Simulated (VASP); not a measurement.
Level of theory: r2SCAN meta-GGA, VASP's PBE PAW potentials (set 64) (plane waves; VASP 6.6.1).

A VASP calculation is set up with these files.

KPOINTS:
```
Automatic mesh
0
Gamma
8 8 8
0 0 0
```

**POSCAR**
```
CdF2
1
   -0.0000000000     2.7016787717     2.7016787717
    2.7016787717     0.0000000000     2.7016787717
    2.7016787717     2.7016787717    -0.0000000000
Cd F
1 2
Direct
  0.0000000000   0.0000000000   0.0000000000
  0.2500000000   0.2500000000   0.2500000000
  0.7500000000   0.7500000000   0.7500000000
```

**INCAR**
```
SYSTEM = CdF2
PREC = Accurate; ENCUT = 520; LREAL = .False.
LASPH = .True.
EDIFF = 1E-7; NELM = 100; ALGO = Normal
LMAXMIX = 4; LMIXTAU = .True.
ISMEAR = -5
METAGGA = R2SCAN
ISIF = 2
LWAVE = .False.; LCHARG = .False.; LORBIT = 11
NEDOS = 601
LEFG = .True.
```

KPOINTS_OPT:
```
k-points along high-symmetry lines
10
Line-mode
Reciprocal
  0.000000   0.000000   0.000000 ! GAMMA
  0.500000   0.000000   0.500000 ! X

  0.500000   0.000000   0.500000 ! X
  0.625000   0.250000   0.625000 ! U

  0.375000   0.375000   0.750000 ! K
  0.000000   0.000000   0.000000 ! GAMMA

  0.000000   0.000000   0.000000 ! GAMMA
  0.500000   0.500000   0.500000 ! L

  0.500000   0.500000   0.500000 ! L
  0.500000   0.250000   0.750000 ! W

  0.500000   0.250000   0.750000 ! W
  0.500000   0.000000   0.500000 ! X
```

POTCAR, in this order: Cd F (PBE.64 set). Program: vasp_std.

Output

OUTCAR:
```
 ion  position               nearest neighbor table
   1  0.000  0.000  0.000-   3 2.34   3 2.34   3 2.34   2 2.34   3 2.34   2 2.34   2 2.34   2 2.34
  LATTYP: Found a face centered cubic cell.
 ALAT       =     5.4033575434
 Subroutine PRICEL returns:
 Original cell was already a primitive cell.
 Subroutine GETGRP returns: Found 48 space group operations
The static configuration has the point symmetry O_h .
The dynamic configuration has the point symmetry O_h .
 Subroutine INISYM returns: Found 48 space group operations
 Subroutine IBZKPT returns following result:
 Found     29 irreducible k-points:

 Following reciprocal coordinates:
            Coordinates               Weight
  0.000000  0.000000  0.000000      1.000000
  0.125000  0.000000  0.000000      8.000000
  0.250000  0.000000  0.000000      8.000000
  0.375000  0.000000  0.000000      8.000000
  0.500000  0.000000  0.000000      4.000000
  0.125000  0.125000  0.000000      6.000000
  0.250000  0.125000  0.000000     24.000000
  0.375000  0.125000  0.000000     24.000000
  0.500000  0.125000  0.000000     24.000000
 -0.375000  0.125000  0.000000     24.000000
 -0.250000  0.125000  0.000000     24.000000
 -0.125000  0.125000  0.000000     12.000000
  0.250000  0.250000  0.000000      6.000000
  0.375000  0.250000  0.000000     24.000000
  0.500000  0.250000  0.000000     24.000000
 -0.375000  0.250000  0.000000     24.000000
 -0.250000  0.250000  0.000000     12.000000
  0.375000  0.375000  0.000000      6.000000
  0.500000  0.375000  0.000000     24.000000
 -0.375000  0.375000  0.000000     12.000000
  0.500000  0.500000  0.000000      3.000000
  0.375000  0.250000  0.125000     24.000000
  0.500000  0.250000  0.125000     48.000000
 -0.375000  0.250000  0.125000     24.000000
  0.500000  0.375000  0.125000     24.000000
 -0.375000  0.375000  0.125000     48.000000
 -0.250000  0.375000  0.125000     24.000000
 -0.375000  0.500000  0.125000     12.000000
 -0.250000  0.500000  0.250000      6.000000
   k-points           NKPTS =     29   k-points in BZ     NKDIM =     29   number of bands    NBANDS=     17
   number of dos      NEDOS =    601   number of ions     NIONS =      3
   total plane-waves  NPLWV =  21952
   dimension x,y,z NGX =    28 NGY =   28 NGZ =   28
   dimension x,y,z NGXF=    56 NGYF=   56 NGZF=   56
   ions per type =               1   2
   PREC   = accura    normal or accurate (medium, high low for compatibility)
   ISTART =      0    job   : 0-new  1-cont  2-samecut
   ICHARG =      2    charge: 1-file 2-atom 10-const
   ISPIN  =      1    spin polarized calculation?
   LNONCOLLINEAR =      F non collinear calculations
   LSORBIT =      F    spin-orbit coupling
   INIWAV =      1    electr: 0-lowe 1-rand  2-diag
   ENCUT  =  520.0 eV  38.22 Ry    6.18 a.u.   7.10  7.10  7.10*2*pi/ulx,y,z
   NELM   =    100;   NELMIN=  2; NELMDL= -5     # of ELM steps
   EDIFF  = 0.1E-06   stopping-criterion for ELM
   LREAL  =      F    real-space projection
   NLSPLINE    = F    spline interpolate recip. space projectors
   LMAXMIX     =    4 max onsite mixed and CHGCAR
   VOSKOWN=      0    Vosko Wilk Nusair interpolation
   EDIFFG = 0.1E-05   stopping-criterion for IOM
   NSW    =      0    number of steps for IOM
   NBLOCK =      1;   KBLOCK =      1    inner block; outer block
   IBRION =     -1    ionic relax: 0-MD 1-quasi-New 2-CG
   NFREE  =      0    steps in history (QN), initial steepest desc. (CG)
   ISIF   =      2    stress and relaxation
   ISYM   =      2    0-nonsym 1-usesym 2-fastsym
   TEIN   =    0.0    initial temperature
   TEBEG  =    0.0;   TEEND  =   0.0 temperature during run
   SMASS  =  -3.00    Nose mass-parameter (am)
   PSTRESS=    0.0 pullay stress
...
```

### OSZICAR
```
       N       E                     dE             d eps       ncg     rms          rms(c)
DAV:   1     0.170516944949E+03    0.17052E+03   -0.16272E+04  1051   0.158E+03
DAV:   2    -0.349985822566E+02   -0.20552E+03   -0.20218E+03  1105   0.388E+02
DAV:   3    -0.431246753363E+02   -0.81261E+01   -0.81062E+01  1082   0.871E+01
DAV:   4    -0.431615820699E+02   -0.36907E-01   -0.36898E-01  1074   0.586E+00
DAV:   5    -0.431617093730E+02   -0.12730E-03   -0.12730E-03  1067   0.329E-01    0.881E+00
DAV:   6    -0.334608622606E+02    0.97008E+01   -0.52686E+00   995   0.496E+01    0.103E+01
DAV:   7    -0.335153407440E+02   -0.54478E-01   -0.22655E+00  1004   0.165E+01    0.467E+00
DAV:   8    -0.346207452198E+02   -0.11054E+01   -0.57448E-01   986   0.105E+01    0.233E+00
DAV:   9    -0.332769376179E+02    0.13438E+01   -0.42702E-01   986   0.744E+00    0.760E-01
DAV:  10    -0.336805981101E+02   -0.40366E+00   -0.44699E-01   986   0.674E+00    0.252E-01
DAV:  11    -0.337154754607E+02   -0.34877E-01   -0.12881E-02   993   0.152E+00    0.203E-01
DAV:  12    -0.337046400260E+02    0.10835E-01   -0.15807E-02   987   0.154E+00    0.265E-01
DAV:  13    -0.337202853411E+02   -0.15645E-01   -0.81669E-03   988   0.110E+00    0.652E-02
DAV:  14    -0.337208337789E+02   -0.54844E-03   -0.20534E-04  1027   0.159E-01    0.343E-02
DAV:  15    -0.337209877950E+02   -0.15402E-03   -0.54161E-05   997   0.824E-02    0.192E-02
DAV:  16    -0.337210891030E+02   -0.10131E-03   -0.12450E-04   991   0.125E-01    0.135E-02
DAV:  17    -0.337211237738E+02   -0.34671E-04   -0.29917E-05   990   0.606E-02    0.245E-03
DAV:  18    -0.337211242925E+02   -0.51871E-06   -0.52150E-07  1021   0.972E-03    0.139E-03
DAV:  19    -0.337211246053E+02   -0.31275E-06   -0.22170E-07   757   0.579E-03    0.897E-04
DAV:  20    -0.337211250071E+02   -0.40183E-06   -0.60004E-08   755   0.283E-03    0.410E-04
DAV:  21    -0.337211249377E+02    0.69451E-07   -0.37250E-09   495   0.657E-04
   1 F= -.33721125E+02 E0= -.33721125E+02  d E =0.000000E+00
       N       E                     dE             ncg
       N       E                     dE             ncg
       N       E                     dE             ncg
```

OUTCAR:
```
------------------------ aborting loop because EDIFF is reached ----------------------------------------
  FORCE on cell =-STRESS in cart. coord.  units (eV):
  Direction    XX          YY          ZZ          XY          YZ          ZX
  --------------------------------------------------------------------------------------
  Total        0.0046047      0.0046047      0.0046047      0.0000000     -0.0000000      0.0000000
  in kB        0.1870611      0.1870611      0.1870611      0.0000000     -0.0000000      0.0000000
  external PRESSURE =       0.1870611 kB  Pullay stress =       0.0000000 kB
  volume of cell :       39.44
      direct lattice vectors                 reciprocal lattice vectors
     0.000000000  2.701678772  2.701678772    -0.185070115  0.185070115  0.185070115
     2.701678772  0.000000000  2.701678772     0.185070115 -0.185070115  0.185070115
     2.701678772  2.701678772  0.000000000     0.185070115  0.185070115 -0.185070115
 POSITION                                       TOTAL-FORCE (eV/Angst)
 -----------------------------------------------------------------------------------
      0.00000      0.00000      0.00000        -0.000000     -0.000000     -0.000000
      1.35084      1.35084      1.35084        -0.000000     -0.000000     -0.000000
      4.05252      4.05252      4.05252         0.000000      0.000000      0.000000
 -----------------------------------------------------------------------------------
    total drift:                                0.000000      0.000000      0.000000
  FREE ENERGIE OF THE ION-ELECTRON SYSTEM (eV)
  ---------------------------------------------------
  free  energy   TOTEN  =       -33.7211249377 eV

  energy  without entropy=      -33.7211249377  energy(sigma->0) =      -33.72112494

 total charge

# of ion       s       p       d       tot
------------------------------------------
    1        0.206   0.179   9.704  10.089
    2        1.742   4.371   0.000   6.114
    3        1.742   4.371   0.000   6.114
--------------------------------------------------
tot          3.691   8.922   9.704  22.316
```
(Selected blocks of OUTCAR.)

The compound is CdF2 in the fluorite structure. It was relaxed first.
